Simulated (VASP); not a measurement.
Consider the following.

```yaml
crystal:
  lattice:
    - [0.00000, 3.36179, 3.36179]
    - [3.36179, 0.00000, 3.36179]
    - [3.36179, 3.36179, 0.00000]
  atoms:
    - { symbol: Sr, position: [0.00000, 0.00000, 0.00000] }
    - { symbol: Te, position: [0.50000, 0.50000, 0.50000] }
```

Level of theory: PBE GGA, VASP's PBE PAW potentials (set 64) (plane waves; VASP 6.6.1). Run with 480 eV cut-off, 6×6×6 Γ-centred mesh, Gaussian smearing of 0.050 eV, potentials Sr_sv Te.

Unless said otherwise, spin-orbit coupling is left out, though it shifts the bands of the heavy elements here.

### Question
Estimate the energy per atom (σ→0), band gap (on the k-mesh) with the smallest direct gap where there is one.

### Answer

* **band gap (on the k-mesh)**: 1.77 eV
* **smallest direct gap (on the k-mesh)**: 2.49 eV
* **energy per atom (σ→0)**: -398.9 kJ/mol of atoms

The absolute energy has meaning only against runs of the same code, potentials and settings.

The compound is SrTe in the rock salt structure. It was relaxed first.
